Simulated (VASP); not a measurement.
# SmBe: structure and properties in VASP, part 2 of 4

What structure does SmBe take at this level, and what are its properties? The cell is invented: it takes the structure of a Materials Project entry for HoCd (space group 221 there), with all of its atoms replaced by other elements, volume scaled by an estimate. It may not be a known or stable phase.

VASP 6.6.1, plane waves and PAW; the level of theory is named at each step.

Still holding for the runs below: The cell holds one magnetic atom, so no antiferromagnetic order fits into it. The k-mesh is coarse for a metal. Without U or exact exchange f electrons of an open shell on Sm come out too delocalised, which can shrink the cell and pin f bands at the Fermi level.

So far, moment of the cell, from the last line of the log (μB): step 2 (relaxing cell and atoms (vdW-DF)) 5.95.

The structure was built from a prototype and need not be the compound's stable phase.

**3. Second relaxation**

Level of this step: vdW-DF, spin-polarised from a ferromagnetic start (one magnetic atom a cell); plane waves and PAW (Sm, Be); invented cell (VASP).

The basis stayed that of the start cell while the cell moved. A rerun from the cell reached resets it; the error of the finite cutoff stays.

File INCAR:

```
SYSTEM = SmBe
PREC = Accurate
ENCUT = 450
EDIFF = 1E-06
NELM = 100
ISMEAR = 1
SIGMA = 0.2
LREAL = .FALSE.
ALGO = Normal
GGA = RE
AGGAC = 0
LUSE_VDW = .TRUE.
LASPH = .TRUE.
NBANDS = 16
ISPIN = 2
MAGMOM = 5 0
LMAXMIX = 6
LORBIT = 11
LWAVE = .FALSE.
LCHARG = .FALSE.
IBRION = 2
NSW = 60
ISIF = 3
EDIFFG = -0.01
```

File POSCAR:

```
SmBe
1.0
    3.5628988719      0.0000000000      0.0000000000
    0.0000000000      3.5628988719      0.0000000000
    0.0000000000      0.0000000000      3.5628988719
Sm Be
1 1
Direct
    0.5000000000      0.5000000000      0.5000000000
    0.0000000000      0.0000000000      0.0000000000
```

File KPOINTS:

```
Automatic mesh
0
Gamma
8 8 8
0 0 0
```

Potentials, in the order of the species: Sm and Be (PBE family, release 64).

Started as:

```bash
$ mpirun -np 1 vasp_std
```

The program printed:

```text
[banner, memory and clock lines left out]
running    1 mpi-ranks, on    1 nodes
 distrk:  each k-point on    1 cores,    1 groups
 distr:  one band on    1 cores,    1 groups

 POSCAR found type information on POSCAR SmBe
 POSCAR found :  2 types and       2 ions
 [... a notice as in an earlier step ...]

 [... a notice as in an earlier step ...]

 LDA part: xc-table for (Slater+PW92), standard interpolation
 POSCAR, INCAR and KPOINTS ok, starting setup
 FFT: planning ... GRIDC
 FFT: planning ... GRID_SOFT
 FFT: planning ... GRID
 WAVECAR not read
 entering main loop
       N       E                     dE             d eps       ncg     rms          rms(c)
DAV:   1     0.110185351630E+03    0.11019E+03   -0.62965E+03  2544   0.385E+03
DAV:   2     0.999726067482E+01   -0.10019E+03   -0.93285E+02  3032   0.288E+02
DAV:   3    -0.379850602088E+01   -0.13796E+02   -0.13554E+02  3544   0.105E+02
DAV:   4    -0.546080925408E+01   -0.16623E+01   -0.15830E+01  4216   0.288E+01
DAV:   5    -0.558142384825E+01   -0.12061E+00   -0.11842E+00  3296   0.800E+00    0.315E+01
DAV:   6    -0.143032680221E+02   -0.87218E+01   -0.19101E+01  2864   0.137E+02    0.105E+02
DAV:   7    -0.106286117256E+02    0.36747E+01   -0.22987E+00  3472   0.346E+01    0.470E+01
DAV:   8    -0.754121077563E+01    0.30874E+01   -0.11850E+01  3176   0.769E+01    0.210E+01
DAV:   9    -0.763660145108E+01   -0.95391E-01   -0.12765E+00  4280   0.155E+01    0.172E+01
DAV:  10    -0.760210426148E+01    0.34497E-01   -0.13009E+00  3376   0.297E+01    0.121E+01
DAV:  11    -0.752796251847E+01    0.74142E-01   -0.20722E-01  4136   0.549E+00    0.108E+01
DAV:  12    -0.752850905368E+01   -0.54654E-03   -0.13335E-02  3896   0.157E+00    0.984E+00
DAV:  13    -0.754387256069E+01   -0.15364E-01   -0.56934E-03  3744   0.969E-01    0.897E+00
DAV:  14    -0.755193953153E+01   -0.80670E-02   -0.12174E-02  3576   0.222E+00    0.651E+00
DAV:  15    -0.756270379126E+01   -0.10764E-01   -0.60416E-03  4032   0.110E+00    0.350E+00
DAV:  16    -0.756506907137E+01   -0.23653E-02   -0.33866E-03  3984   0.120E+00    0.158E+00
DAV:  17    -0.756578699241E+01   -0.71792E-03   -0.14473E-03  3816   0.464E-01    0.457E-01
DAV:  18    -0.756585463448E+01   -0.67642E-04   -0.22981E-04  4136   0.157E-01    0.353E-01
DAV:  19    -0.756584985388E+01    0.47806E-05   -0.31325E-05  3984   0.814E-02    0.263E-01
DAV:  20    -0.756585099683E+01   -0.11429E-05   -0.13626E-05  3672   0.391E-02    0.125E-01
DAV:  21    -0.756584738183E+01    0.36150E-05   -0.12095E-05  3600   0.824E-02    0.103E-02
DAV:  22    -0.756584805885E+01   -0.67702E-06   -0.10603E-06  2648   0.884E-03
   1 F= -.75658481E+01 E0= -.75554450E+01  d E =-.756585E+01  mag=     5.9504
 curvature:   0.00 expect dE= 0.000E+00 dE for cont linesearch  0.000E+00
 trial: gam= 0.00000 g(F)=  0.000E+00 g(S)=  0.208E-03 ort = 0.000E+00 (trialstep = 0.100E+01)
 search vector abs. value=  0.208E-03
 bond charge predicted
       N       E                     dE             d eps       ncg     rms          rms(c)
DAV:   1    -0.759311780608E+01   -0.27270E-01   -0.11703E-01  3104   0.515E+00    0.312E+00
DAV:   2    -0.819948274222E+01   -0.60636E+00   -0.39183E+00  3192   0.306E+01    0.174E+01
DAV:   3    -0.755287667413E+01    0.64661E+00   -0.95785E-01  3064   0.249E+01    0.854E-01
DAV:   4    -0.756538462482E+01   -0.12508E-01   -0.28337E-02  3688   0.112E+00    0.601E-01
DAV:   5    -0.756591061271E+01   -0.52599E-03   -0.43890E-03  3952   0.726E-01    0.373E-01
DAV:   6    -0.756592210373E+01   -0.11491E-04   -0.26828E-04  3896   0.237E-01    0.335E-01
DAV:   7    -0.756591514029E+01    0.69634E-05   -0.55214E-05  4144   0.813E-02    0.256E-01
DAV:   8    -0.756591139729E+01    0.37430E-05   -0.58526E-04  3840   0.290E-01    0.763E-02
DAV:   9    -0.756590145340E+01    0.99439E-05   -0.45765E-05  4112   0.104E-01    0.508E-02
DAV:  10    -0.756590131135E+01    0.14205E-06   -0.51216E-06  3416   0.235E-02
   2 F= -.75659013E+01 E0= -.75554617E+01  d E =-.532525E-04  mag=     5.9520
 trial-energy change:   -0.000053  1 .order   -0.000058   -0.000208    0.000093
 step:   0.6720(harm=  0.6924)  dis= 0.00000  next Energy=    -7.565917 (dE=-0.686E-04)
 bond charge predicted
       N       E                     dE             d eps       ncg     rms          rms(c)
DAV:   1    -0.756964926523E+01   -0.37478E-02   -0.14729E-02  3128   0.173E+00    0.134E+00
DAV:   2    -0.767439806483E+01   -0.10475E+00   -0.49223E-01  3104   0.139E+01    0.719E+00
DAV:   3    -0.756447113466E+01    0.10993E+00   -0.43551E-01  3032   0.114E+01    0.542E-01
DAV:   4    -0.756576438618E+01   -0.12933E-02   -0.54174E-03  3968   0.832E-01    0.119E-01
DAV:   5    -0.756590193431E+01   -0.13755E-03   -0.30168E-04  4256   0.200E-01    0.536E-02
DAV:   6    -0.756590644804E+01   -0.45137E-05   -0.29514E-05  3848   0.337E-02    0.271E-02
DAV:   7    -0.756590138810E+01    0.50599E-05   -0.92548E-06  3592   0.331E-02    0.159E-02
DAV:   8    -0.756590034208E+01    0.10460E-05   -0.25660E-06  2464   0.181E-02    0.869E-03
DAV:   9    -0.756590091589E+01   -0.57381E-06   -0.18019E-06  2064   0.111E-02
   3 F= -.75659009E+01 E0= -.75554833E+01  d E =-.528570E-04  mag=     5.9511
 curvature:  -0.34 expect dE=-0.926E-07 dE for cont linesearch -0.926E-07
 trial: gam=-0.03461 g(F)=  0.456E-68 g(S)=  0.269E-06 ort = 0.748E-05 (trialstep = 0.934E+00)
 search vector abs. value=  0.446E-09
 reached required accuracy - stopping structural energy minimisation
```

The job ended after 4.9 min (1 MPI rank of AMD EPYC 7R43, shared host; peak memory 0.34 GiB).

OUTCAR, selected parts (step 3):

```text
  LATTYP: Found a simple cubic cell.
 ALAT       =     3.5628988719

The static configuration has the point symmetry O_h .

 Found     35 irreducible k-points:

   dimension x,y,z NGX =    28 NGY =   28 NGZ =   28
   dimension x,y,z NGXF=    56 NGYF=   56 NGZF=   56

   ENCUT  =  450.0 eV  33.07 Ry    5.75 a.u.   6.16  6.16  6.16*2*pi/ulx,y,z

   NELECT =      18.0000    total number of electrons

 E-fermi :   3.1413

 spin component 1
 k-point     1 :       0.0000    0.0000    0.0000
  band No.  band energies     occupation
    ...
     10       3.0247      0.91229
     11       3.0247      0.91219
     12       3.0247      0.91219
     13       3.1235      0.57519
     14       3.1235      0.57519
     15       7.1281     -0.00000
     16       7.1282     -0.00000

 k-point     2 :       0.1250    0.0000    0.0000
  band No.  band energies     occupation
    ...
      9       2.6146      1.00062
     10       2.9612      1.01154
     11       3.0325      0.89324
     12       3.0326      0.89314
     13       3.1201      0.58907
     14       3.2781      0.04581
     15       6.4226     -0.00000
     16       6.4226     -0.00000

 k-point     3 :       0.2500    0.0000    0.0000
  band No.  band energies     occupation
    ...
      9       2.6508      1.00143
     10       2.8167      1.02201
     11       2.9161      1.03375
     12       3.0553      0.82944
     13       3.0553      0.82932
     14       3.5638     -0.00547
     15       5.4722     -0.00000
     16       5.4722     -0.00000

 k-point     4 :       0.3750    0.0000    0.0000
  band No.  band energies     occupation
    ...
      9       2.6982      1.00375
     10       2.6982      1.00375
     11       2.8961      1.03546
     12       3.0874      0.71932
     13       3.0874      0.71918
     14       3.8608     -0.00000
     15       4.7830     -0.00000
     16       4.7830     -0.00000

Total vdW correction in eV:      2.7559951

  Total        0.0019263      0.0019263      0.0019263      0.0000000      0.0000000     -0.0000000
  in kB        0.0680595      0.0680595      0.0680595      0.0000000      0.0000000     -0.0000000
  external PRESSURE =       0.0680595 kB  Pullay stress =       0.0000000 kB

  energy-cutoff  :      450.00
  volume of cell :       45.35
      direct lattice vectors                 reciprocal lattice vectors
     3.565997773  0.000000000 -0.000000000     0.280426423  0.000000000  0.000000000
     0.000000000  3.565997773 -0.000000000    -0.000000000  0.280426423  0.000000000
    -0.000000000 -0.000000000  3.565997773     0.000000000  0.000000000  0.280426423

 POSITION                                       TOTAL-FORCE (eV/Angst)
 -----------------------------------------------------------------------------------
      1.78300      1.78300      1.78300        -0.000000     -0.000000      0.000000
      0.00000      0.00000      0.00000         0.000000      0.000000      0.000000
 -----------------------------------------------------------------------------------
    total drift:                                0.000000      0.000000      0.000000

  FREE ENERGIE OF THE ION-ELECTRON SYSTEM (eV)
  ---------------------------------------------------
  free  energy   TOTEN  =        -7.5659009159 eV

  energy  without entropy=       -7.5346482150  energy(sigma->0) =       -7.55548335

Total vdW correction in eV:      2.7559945

 total charge
# of ion       s       p       d       f       tot
--------------------------------------------------
    1        2.058   5.643   0.448   5.480  13.629
    2        0.478   0.397   0.000   0.000   0.875
--------------------------------------------------
tot          2.536   6.040   0.448   5.480  14.505

 magnetization (x)
# of ion       s       p       d       f       tot
--------------------------------------------------
    1       -0.014  -0.086   0.098   5.451   5.449
    2       -0.009   0.032   0.000   0.000   0.023
--------------------------------------------------
tot         -0.023  -0.054   0.098   5.451   5.472

[... 5 parts as in an earlier step ...]

[... 9 further parts left out ...]
```

CONTCAR:

```
SmBe
   1.00000000000000
     3.5659977732976906    0.0000000000000000   -0.0000000000000000
     0.0000000000000000    3.5659977732976906   -0.0000000000000000
    -0.0000000000000000   -0.0000000000000000    3.5659977732976906
  Sm              Be
     1     1
Direct
     0.5000000000000000    0.5000000000000000    0.5000000000000000
     0.0000000000000000    0.0000000000000000    0.0000000000000000
```

Little changed from the start: no atom moved by 0.005 Å and no cell edge by 0.1 %.

This step gave:

```
free energy (TOTEN)             : -7.566 eV
energy at zero smearing         : -7.555 eV
Fermi energy                    : 3.141 eV
pressure                        : 0.006806 GPa
SCF cycles over all ionic steps : 41
```

It ends with forces that vanish by symmetry and a pressure of 0.01 GPa.

**4. Density, ELF and potential (vdW-DF)**

A single point on the relaxed cell gives a clean self-consistent state, with density, ELF and potential written out.

INCAR, as its differences from that of step 3:

```diff
@@ -19,6 +19,5 @@
 LWAVE = .FALSE.
-LCHARG = .FALSE.
-IBRION = 2
-NSW = 60
-ISIF = 3
-EDIFFG = -0.01
+LCHARG = .TRUE.
+ISIF = 2
+LELF = .TRUE.
+LVHAR = .TRUE.
```

File POSCAR:

```
SmBe
1.0
    3.5659977733      0.0000000000      0.0000000000
    0.0000000000      3.5659977733      0.0000000000
    0.0000000000      0.0000000000      3.5659977733
Sm Be
1 1
Direct
    0.5000000000      0.5000000000      0.5000000000
    0.0000000000      0.0000000000      0.0000000000
```

KPOINTS is that of step 3.

Started as:

```bash
$ mpirun -np 1 vasp_std
```

The program printed:

```text
[... set-up lines as in an earlier step ...]
 entering main loop
       N       E                     dE             d eps       ncg     rms          rms(c)
DAV:   1     0.110158317569E+03    0.11016E+03   -0.63587E+03  2600   0.392E+03
DAV:   2     0.951998876302E+01   -0.10064E+03   -0.93393E+02  3088   0.283E+02
DAV:   3    -0.401999613203E+01   -0.13540E+02   -0.13288E+02  3512   0.102E+02
DAV:   4    -0.545956011808E+01   -0.14396E+01   -0.13787E+01  4136   0.277E+01
DAV:   5    -0.557473114982E+01   -0.11517E+00   -0.11387E+00  3336   0.806E+00    0.315E+01
DAV:   6    -0.141845924085E+02   -0.86099E+01   -0.18693E+01  2888   0.135E+02    0.103E+02
DAV:   7    -0.105692179920E+02    0.36154E+01   -0.22735E+00  3464   0.345E+01    0.453E+01
DAV:   8    -0.759099285802E+01    0.29782E+01   -0.12538E+01  3184   0.770E+01    0.220E+01
DAV:   9    -0.760413250181E+01   -0.13140E-01   -0.11265E+00  4168   0.128E+01    0.166E+01
DAV:  10    -0.752670158006E+01    0.77431E-01   -0.10172E+00  3424   0.257E+01    0.111E+01
DAV:  11    -0.753001641348E+01   -0.33148E-02   -0.11971E-01  4096   0.296E+00    0.101E+01
DAV:  12    -0.752954327926E+01    0.47313E-03   -0.80822E-03  3920   0.122E+00    0.945E+00
DAV:  13    -0.754843999523E+01   -0.18897E-01   -0.14357E-02  3632   0.170E+00    0.857E+00
DAV:  14    -0.754889580610E+01   -0.45581E-03   -0.45117E-03  3704   0.133E+00    0.738E+00
DAV:  15    -0.756063093637E+01   -0.11735E-01   -0.44566E-03  3808   0.122E+00    0.485E+00
DAV:  16    -0.756515847206E+01   -0.45275E-02   -0.81538E-03  3944   0.187E+00    0.181E+00
DAV:  17    -0.756598222564E+01   -0.82375E-03   -0.28196E-03  4184   0.948E-01    0.456E-01
DAV:  18    -0.756610845910E+01   -0.12623E-03   -0.13533E-03  4104   0.463E-01    0.405E-01
DAV:  19    -0.756604778979E+01    0.60669E-04   -0.21078E-04  3880   0.248E-01    0.143E-01
DAV:  20    -0.756604539160E+01    0.23982E-05   -0.32852E-05  4216   0.364E-02    0.935E-02
DAV:  21    -0.756604941186E+01   -0.40203E-05   -0.55136E-06  3304   0.312E-02    0.834E-02
DAV:  22    -0.756604418035E+01    0.52315E-05   -0.46235E-06  2296   0.402E-02    0.418E-02
DAV:  23    -0.756604265909E+01    0.15213E-05   -0.28471E-06  2368   0.331E-02    0.110E-02
DAV:  24    -0.756604326029E+01   -0.60120E-06   -0.18239E-06  2096   0.173E-02
   1 F= -.75660433E+01 E0= -.75556255E+01  d E =-.312534E-01  mag=     5.9511
```

The job ended after 3 min (1 MPI rank; peak memory 0.34 GiB).

Parts of OUTCAR (step 4):

```text
  LATTYP: Found a simple cubic cell.
 ALAT       =     3.5659977733

The static configuration has the point symmetry O_h .

 Found     35 irreducible k-points:

   ENCUT  =  450.0 eV  33.07 Ry    5.75 a.u.   6.17  6.17  6.17*2*pi/ulx,y,z

   NELECT =      18.0000    total number of electrons

 E-fermi :   3.1413

 spin component 1
 k-point     1 :       0.0000    0.0000    0.0000
  band No.  band energies     occupation
    ...
     10       3.0243      0.91318
     11       3.0243      0.91309
     12       3.0243      0.91309
     13       3.1233      0.57576
     14       3.1233      0.57576
     15       7.1281     -0.00000
     16       7.1281     -0.00000

 k-point     2 :       0.1250    0.0000    0.0000
  band No.  band energies     occupation
    ...
      9       2.6146      1.00062
     10       2.9611      1.01153
     11       3.0325      0.89321
     12       3.0326      0.89311
     13       3.1201      0.58894
     14       3.2781      0.04577
     15       6.4226     -0.00000
     16       6.4226     -0.00000

 k-point     3 :       0.2500    0.0000    0.0000
  band No.  band energies     occupation
    ...
      9       2.6508      1.00143
     10       2.8168      1.02202
     11       2.9161      1.03374
     12       3.0553      0.82940
     13       3.0553      0.82928
     14       3.5638     -0.00547
     15       5.4722     -0.00000
     16       5.4722     -0.00000

 k-point     4 :       0.3750    0.0000    0.0000
  band No.  band energies     occupation
    ...
      9       2.6982      1.00375
     10       2.6982      1.00375
     11       2.8961      1.03546
     12       3.0874      0.71927
     13       3.0874      0.71913
     14       3.8608     -0.00000
     15       4.7830     -0.00000
     16       4.7830     -0.00000

Total vdW correction in eV:      2.7560052

  Total        0.0067975      0.0067975      0.0067975      0.0000000      0.0000000     -0.0000000
  in kB        0.2401686      0.2401686      0.2401686      0.0000000      0.0000000     -0.0000000
  external PRESSURE =       0.2401686 kB  Pullay stress =       0.0000000 kB

  energy-cutoff  :      450.00
  volume of cell :       45.35
      direct lattice vectors                 reciprocal lattice vectors
     3.565997773  0.000000000  0.000000000     0.280426423  0.000000000  0.000000000
     0.000000000  3.565997773  0.000000000     0.000000000  0.280426423  0.000000000
     0.000000000  0.000000000  3.565997773     0.000000000  0.000000000  0.280426423

 POSITION                                       TOTAL-FORCE (eV/Angst)
 -----------------------------------------------------------------------------------
      1.78300      1.78300      1.78300         0.000000      0.000000      0.000000
      0.00000      0.00000      0.00000         0.000000      0.000000      0.000000
 -----------------------------------------------------------------------------------
    total drift:                                0.000000      0.000000      0.000000

  FREE ENERGIE OF THE ION-ELECTRON SYSTEM (eV)
  ---------------------------------------------------
  free  energy   TOTEN  =        -7.5660432603 eV

  energy  without entropy=       -7.5347898977  energy(sigma->0) =       -7.55562547

Total vdW correction in eV:      2.7559919

[... 7 parts as in an earlier step ...]

[... 9 further parts left out ...]
```

With spin, VASP writes an ELF for each channel.

This step gave:

* SCF cycles: 24
* energy at zero smearing: -7.556 eV
* pressure: 0.02402 GPa

Valence electrons inside each PAW sphere by angular momentum. Sphere charges, by row:

```tsv
atom	s (e)	p (e)	d (e)	f (e)	tot (e)
Sm1	2.058	5.643	0.448	5.48	13.63
Be2	0.478	0.397	0	0	0.875
```

Spin density in the ac plane at fractional y = 0.000, with atoms of Be within 0.2 Å of it.

Values in units of 1e-2 e/Å³, 14 rows by 14 columns, each cell a mean:
```
0.3 0.4 0.5 0.5 0.6 0.7 0.7 0.8 0.7 0.7 0.6 0.5 0.5 0.4
0.5 0.5 0.5 0.6 0.7 0.8 0.8 0.8 0.8 0.7 0.6 0.6 0.5 0.5
0.5 0.5 0.6 0.7 0.8 0.9 0.9 1.0 0.9 0.8 0.7 0.6 0.6 0.5
0.6 0.6 0.7 0.8 0.9 1.0 1.1 1.1 1.1 1.0 0.9 0.7 0.6 0.6
0.7 0.7 0.8 0.9 1.0 1.2 1.4 1.4 1.3 1.2 1.0 0.8 0.7 0.7
0.7 0.7 0.8 1.0 1.1 1.4 1.5 1.5 1.5 1.3 1.1 0.9 0.8 0.7
0.7 0.8 0.9 1.0 1.2 1.4 1.5 1.5 1.5 1.4 1.1 1.0 0.8 0.8
0.7 0.8 0.8 1.0 1.2 1.4 1.5 1.5 1.5 1.4 1.1 0.9 0.8 0.7
0.7 0.7 0.8 0.9 1.1 1.2 1.4 1.4 1.4 1.2 1.0 0.9 0.8 0.7
0.6 0.6 0.7 0.8 0.9 1.1 1.2 1.2 1.1 1.0 0.9 0.8 0.7 0.6
0.5 0.5 0.6 0.7 0.8 0.9 1.0 1.0 1.0 0.9 0.8 0.7 0.6 0.5
0.5 0.5 0.5 0.6 0.7 0.8 0.8 0.9 0.8 0.8 0.7 0.6 0.5 0.5
0.4 0.5 0.5 0.5 0.6 0.7 0.8 0.8 0.7 0.7 0.6 0.5 0.5 0.4
0.2 0.4 0.5 0.5 0.6 0.7 0.7 0.7 0.7 0.7 0.6 0.5 0.5 0.3
```
Columns run along a (3.6 Å), rows up along c (3.6 Å). Atoms in or near the plane, at fractional coordinates: Be at (0.00, 0.00).

Valence density in the ac plane at fractional y = 0.000, with atoms of Be within 0.2 Å of it. It is the smooth field of the valence electrons, not physical close to the nuclei.

Ten even steps from '0' (0.06 e/Å³) to '9' (0.20 e/Å³), each cell a mean:
```
36997543458985
89986433357998
99875322345799
87653221234578
65432211123455
44322110112334
33321100011233
44322110112234
55432111122345
77653221223567
99865322235789
89986433346899
46997543457996
04897543468983
```
Columns run along a (3.6 Å), rows up along c (3.6 Å). Atoms in or near the plane, at fractional coordinates: Be at (0.00, 0.00).

ELF of up spins in the ac plane at fractional y = 0.000, with atoms of Be within 0.2 Å of it. It is the smooth field of the valence electrons, not physical close to the nuclei.

Ten even steps from '0' (0.02) to '9' (0.74), each cell a mean:
```
01489998999741
34789877789864
78888655678887
99986433346899
99864211124789
98753100113679
98742100013578
98752100013579
99864211124689
99975422346899
88987654568888
45799877789874
02589988899841
00489999999730
```
Columns run along a (3.6 Å), rows up along c (3.6 Å). Atoms in or near the plane, at fractional coordinates: Be at (0.00, 0.00).

In this run the pressure is 0.02 GPa, small enough to go on; single stress components reach 0.02 GPa.

(Part 2 of 4 ends here.)

[Lines on the potential files, build, host, timing and source positions are cut from VASP's logs without a mark.]

[Logs are printed without paths, hosts, clocks, repeated set-up lines and the standing remarks that a program may print on its own settings, such as how far it seeks lower states.]

[Hosts, paths, dates, database ids (printed as entryN), source tags and the programs' standing remarks are cut or masked in the printed files.]

[A measured line is paired with the nearest computed mode of its activity, which favours agreement.]

[In band tables of VASP the shares of atoms and orbitals are scaled to a sum of 1 inside the atoms' spheres.]
